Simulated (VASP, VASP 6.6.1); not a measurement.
# Lattice constant of cubic SnTe from LDA, PBE and PBEsol, with tests of mesh, cutoff and spin-orbit coupling

## Reference data

The reference is the cubic lattice constant of SnTe at room temperature, 6.316 Å, obtained by Rietveld refinement of powder X-ray diffraction on a crushed crystal grown by a modified Bridgman method (arXiv:2109.01420, 2021). Two further powder determinations lie on either side of it: 6.321 Å for material from a Bridgman-grown boule (arXiv:1304.4869, 2013) and 6.3049 Å for a nominally stoichiometric polycrystal (arXiv:2305.02046, 2023). SnTe normally lacks some tin, which makes it strongly p-type, and the lattice constant falls slightly as vacancies accumulate. The low value would fit a sample rich in vacancies. Differences in composition are therefore a plausible source of at least part of the scatter.

| compared with | measured | source's wording or label | T (K) | method |
| --- | --- | --- | --- | --- |
| lattice constant a of the conventional cell (Å) | 6.316 | cubic lattice constant at room temperature | room temperature | powder XRD, Rietveld refinement * |
| lattice constant a of the conventional cell (Å) | 6.3049 ± 0.0002 | cubic cell parameter, nominally stoichiometric SnTe | – | powder XRD, Rietveld refinement |
| lattice constant a of the conventional cell (Å) | 6.321 ± 0.001 | 0.6321 nm (cubic lattice parameter) | – | powder X-ray diffraction |

Where a quantity has several values, deviations refer to the one marked *.

## Method

The aim is to find the cheapest level of theory that gives the lattice constant of rock-salt SnTe within 0.5 % of the reference. That margin is wider than the spread of the three measured values, yet narrow enough to separate common functionals, whose usual errors for such solids are roughly one to two per cent at the poor end.

The model is the perfect, vacancy-free crystal with two atoms in the primitive cell, nonmagnetic, with the cubic symmetry kept. This matters because SnTe with few carriers distorts to a rhombohedral phase on cooling; the calculation describes the cubic structure seen at room temperature, but with static nuclei. Thermal expansion, with a small zero-point part, should put the measured cell a few tenths of a per cent above the static one. The computed values are compared directly with the measurement, and this offset is weighed at the end.

Each relaxation starts from a refined structure with a = 6.313 Å, marginally below the reference, stretched by 3 % in volume so that the cell has to find its own way back. The work begins with the local density approximation and moves to gradient-corrected and then dearer functionals only as the results require. The level that meets the target is then tested for its numerical settings and for neglected physics.

System: SnTe; Fm-3m (No. 225), 2 atoms in the cell; conventional a = 6.313 A, from a published structure refinement (COD).

## 1. The local density approximation

LDA is the simplest functional and a natural starting point, and it usually binds solids too strongly. A lattice constant one to two per cent below the measured one is expected. A 450 eV cutoff and a 6×6×6 mesh are moderate settings for a two-atom cell, and the second relaxation rebuilds the basis for the changed volume.

**Run 1.** VASP 6.6.1: LDA; 450 eV, 6x6x6 k mesh; cell and atoms relaxed, relaxed twice.

Key lines of the input:
```
ALGO = Normal
EDIFF = 1E-06
EDIFFG = -0.006
ENCUT = 450
GGA = CA
IBRION = 2
ISIF = 3
ISMEAR = 0
NBANDS = 16
NELM = 100
NSW = 50
PREC = Accurate
SIGMA = 0.03
KPOINTS: Gamma, 6 6 6
PAW data sets: Te Sn_d (LDA 64)
```

Command:
```
mpirun -np 4 vasp_std
```

Selected lines of the output:
```
  external PRESSURE =       0.0202018 kB  Pullay stress =       0.0000000 kB
     0.000000000  3.118674158  3.118674158    -0.160324540  0.160324540  0.160324540
```

Converged; 20 s on 4 cores of AMD EPYC 7R43 64, shared host (all steps together).

| quantity | run 1 | measured | deviation |
| --- | --- | --- | --- |
| lattice constant a of the conventional cell (Å) | 6.2374 | 6.316 | −0.0786 (−1.2 %) |
| volume of the conventional cell (Å³) | 242.66 |  |  |

LDA gives 6.2374 Å, 1.2 % below the reference and well outside the target. The sign and size are those usual for this functional. Thermal expansion accounts for only part of the gap, since a few tenths of a per cent would still leave the static cell too small.

## 2. Adding the density gradient with PBE

The next step is a generalised gradient approximation, which costs hardly more than LDA in a cell of this size. PBE weakens the binding and usually overshoots the lattice constants of compounds of heavy elements by about one per cent, so a value above the measured one is expected. Cutoff and mesh stay as they were, leaving the functional, with its matching potentials, as the only change.

**Run 2.** VASP 6.6.1: PBE; 450 eV, 6x6x6 k mesh; cell and atoms relaxed, relaxed twice.

Key lines of the input, as changed from run 1:
```diff
- GGA = CA
+ GGA = PE
- PAW data sets: Te Sn_d (LDA 64)
+ PAW data sets: Te Sn_d (PBE 64)
```

Selected lines of the output:
```
[second pass]
   3 F= -.75646949E+01 E0= -.75645602E+01  d E =-.447411E-05
  external PRESSURE =       0.0782854 kB  Pullay stress =       0.0000000 kB
     0.000000000  3.206880754  3.206880754    -0.155914747  0.155914747  0.155914747
```

Converged; 25 s of wall time (all steps together).

| quantity | run 2 | measured | deviation |
| --- | --- | --- | --- |
| lattice constant a of the conventional cell (Å) | 6.4138 | 6.316 | +0.0978 (+1.5 %) |
| volume of the conventional cell (Å³) | 263.84 |  |  |

PBE overshoots by 1.5 %, to 6.4138 Å, so the density gradient has carried the cell past the measured value and somewhat further from it than LDA was. Allowing for thermal expansion would widen this miss, because the static cell should be smaller than the one measured at room temperature.

The free energy and its value extrapolated to zero smearing differ slightly at the end of the PBE relaxation. Some states near the Fermi level are thus partly occupied, which is plausible in a material with so narrow a gap and is a reason to test the k mesh once a functional comes close.

## 3. PBEsol at the same settings

LDA and PBE bracket the measurement. PBEsol has the same form and practically the same cost as PBE, but its gradient dependence is chosen for slowly varying densities in solids, and its lattice constants usually fall between the two. It is therefore tried before any dearer functional, with an expected error of a few tenths of a per cent.

**Run 3.** VASP 6.6.1: PBEsol; 450 eV, 6x6x6 k mesh; cell and atoms relaxed, relaxed twice.

Key lines of the input, as changed from run 2:
```diff
- GGA = PE
+ GGA = PS
```

Selected lines of the output:
```
 reached required accuracy - stopping structural energy minimisation
     0.000000000  3.143290549  3.143290549    -0.159068973  0.159068973  0.159068973
```

Converged; 22 s of wall time (all steps together).

| quantity | run 3 | measured | deviation |
| --- | --- | --- | --- |
| lattice constant a of the conventional cell (Å) | 6.2866 | 6.316 | −0.0294 (−0.5 %) |
| volume of the conventional cell (Å³) | 248.45 |  |  |

PBEsol gives 6.2866 Å, 0.47 % below the reference and so just inside the target. The limit lies only about 0.002 Å further down, a margin that a modest change of mesh or cutoff could use up. It is also smaller than the scatter of the measurements: against the 6.321 Å of the other Bridgman-grown sample, the same result would fall just outside 0.5 %. The sign of the deviation is the one expected of a static cell compared with a room-temperature measurement.

## 4. Denser mesh and higher cutoff

Before the PBEsol value is judged, its numerical settings need to be tested. One run raises the mesh to 8×8×8 at the same cutoff, the other raises the cutoff to 600 eV at the same mesh, so that the two effects remain separate. Both are still cheap for two atoms. Changes of a few thousandths of an ångström would already matter here.

**Run 4.** VASP 6.6.1: PBEsol; 450 eV, 8x8x8 k mesh; cell and atoms relaxed, relaxed twice.

Key lines of the input, as changed from run 3:
```diff
- KPOINTS: Gamma, 6 6 6
+ KPOINTS: Gamma, 8 8 8
```

Selected lines of the output:
```
     0.000000000  3.144893292  3.144893292    -0.158987906  0.158987906  0.158987906
```

Converged; 36 s of wall time (all steps together).

**Run 5.** VASP 6.6.1: PBEsol; 600 eV, 6x6x6 k mesh; cell and atoms relaxed, relaxed twice.

Key lines of the input, as changed from run 3:
```diff
- ENCUT = 450
+ ENCUT = 600
```

Selected lines of the output:
```
     0.000000000  3.143375159  3.143375159    -0.159064692  0.159064692  0.159064692
```

Converged; 39 s of wall time (all steps together).

| quantity | run 4 | run 5 | measured |
| --- | --- | --- | --- |
| lattice constant a of the conventional cell (Å) | 6.2898 | 6.2867 | 6.316 |
| volume of the conventional cell (Å³) | 248.83 | 248.47 |  |

The denser mesh lengthens the lattice constant by 0.0032 Å to 6.2898 Å, while the higher cutoff changes it by far less than a thousandth of an ångström. The basis is therefore adequate for this purpose, and the mesh is the more sensitive setting. At 8×8×8 PBEsol lies 0.41 % below the reference, within the target by about 0.005 Å. Since the mesh step was larger than the margin left at 6×6×6, the denser mesh is the one on which to judge the functional.

## 5. Aspherical terms and spin-orbit coupling

Tin and tellurium are heavy, and spin-orbit coupling reshapes the bands around the inverted gap of SnTe. Its effect on the bond length should be much smaller, but the remaining margin is small as well. The relativistic relaxation also includes the aspherical gradient corrections inside the atomic spheres, so a scalar-relativistic run with those corrections alone is made alongside it. The relativistic run also changes the treatment of the density gradient (GGA_COMPAT), so the difference between the two gives the combined effect of that setting and spin-orbit coupling. Both use the 6×6×6 mesh, where they can be compared with the earlier PBEsol result; the coupled run is the dearer one.

**Run 6.** VASP 6.6.1: PBEsol; 450 eV, 6x6x6 k mesh; cell and atoms relaxed, relaxed twice, LASPH on.

Key lines of the input, as changed from run 3:
```diff
+ LASPH = .TRUE.
```

Selected lines of the output:
```
     0.000000000  3.143288468  3.143288468    -0.159069078  0.159069078  0.159069078
```

Converged; 26 s of wall time (all steps together).

**Run 7.** VASP 6.6.1: PBEsol with spin-orbit coupling; 450 eV, 6x6x6 k mesh; cell and atoms relaxed, relaxed twice, LASPH on.

Key lines of the input, as changed from run 6:
```diff
+ GGA_COMPAT = .FALSE.
- NBANDS = 16
+ LNONCOLLINEAR = .TRUE.
+ LSORBIT = .TRUE.
+ MAGMOM = 0 0 0 0 0 0
+ NBANDS = 32
```

Command:
```
mpirun -np 4 vasp_ncl
```

Selected lines of the output:
```
  external PRESSURE =       0.2041554 kB  Pullay stress =       0.0000000 kB
     0.000000000  3.144307954  3.144307954    -0.159017503  0.159017503  0.159017503
```

Converged; 97 s of wall time (all steps together).

| quantity | run 6 | run 7 | measured |
| --- | --- | --- | --- |
| lattice constant a of the conventional cell (Å) | 6.2866 | 6.2886 | 6.316 |
| volume of the conventional cell (Å³) | 248.45 | 248.69 |  |

The aspherical terms leave the PBEsol lattice constant at 6.2866 Å. The relativistic run gives 6.2886 Å, longer by 0.0020 Å and about 0.4 % below the reference. The combined change is small and towards the measurement.

Spin-orbit coupling is thus not needed to meet the target, although it matters for the band structure. The scalar-relativistic PBEsol result on the 8×8×8 mesh remains the basis for the verdict. LDA and PBE, the other functionals tried at similar cost, both miss by more than one per cent, and a dearer functional is not required for the accuracy sought here.

## Comparison with experiment

| run | settings | lattice constant a of the conventional cell (Å) | deviation | cost |
| --- | --- | --- | --- | --- |
| 1 | LDA, 450 eV, 6x6x6 k mesh | 6.2374 | −0.0786 (−1.2 %) | 78 core-s |
| 2 | PBE, 450 eV, 6x6x6 k mesh | 6.4138 | +0.0978 (+1.5 %) | 98 core-s |
| 3 | PBEsol, 450 eV, 6x6x6 k mesh | 6.2866 | −0.0294 (−0.5 %) | 90 core-s |
| 4 | PBEsol, 450 eV, 8x8x8 k mesh | 6.2898 | −0.0262 (−0.4 %) | 2.4 core-min |
| 5 | PBEsol, 600 eV, 6x6x6 k mesh | 6.2867 | −0.0293 (−0.5 %) | 2.6 core-min |
| 6 | PBEsol, 450 eV, 6x6x6 k mesh, LASPH on | 6.2866 | −0.0294 (−0.5 %) | 1.8 core-min |
| 7 | PBEsol with spin-orbit coupling, 450 eV, 6x6x6 k mesh, LASPH on | 6.2886 | −0.0274 (−0.4 %) | 6.5 core-min |
|  | measured | 6.316 |  |  |

## Discussion

PBEsol on the 8×8×8 mesh meets the target. Its lattice constant of 6.2898 Å lies 0.41 % below the reference, at a cost of 2.4 core-minutes. The result also stays within 0.5 % of the other two measured values, though only barely for the largest. LDA and PBE cost about as much and miss by 1.2 % and 1.5 % in opposite directions, so PBEsol is the cheapest adequate functional of the three.

The choice of functional mattered most. Among the settings, the denser mesh added 0.0032 Å, more than the margin left on the coarser one, while the higher cutoff changed almost nothing. The aspherical terms had no visible effect and served only as a control for the relativistic run. That run lengthened the cell by 0.0020 Å, a change that includes a different treatment of the density gradient and was not needed to reach the target.

The remaining shortfall has the sign expected from comparing a static cell with a room-temperature one. Thermal expansion, with a small zero-point part, typically amounts to a few tenths of a per cent and could account for most of it. This is argued from theory, since no run included nuclear motion. Tin vacancies act the other way: they shrink the real crystal, so a vacancy-free sample would lie slightly further above the calculation. These effects and the functional's own error were not separated here.

Meshes denser than 8×8×8 were not tested, and the margin to the limit is only about 0.005 Å. The calculation also imposes cubic symmetry and says nothing about the rhombohedral distortion that samples with few carriers undergo on cooling.

[Logs are printed without paths, hosts, clocks, repeated set-up lines and the standing remarks that a program may print on its own settings, such as how far it seeks lower states.]

[The runs shown are a pick from a larger set of finished runs; failed, doubtful and other runs were left out of it ahead of writing. So were measured values far from every level or from commonly accepted values, and agreement can look better than it is. Lines of input and output are excerpts and may be shortened.]
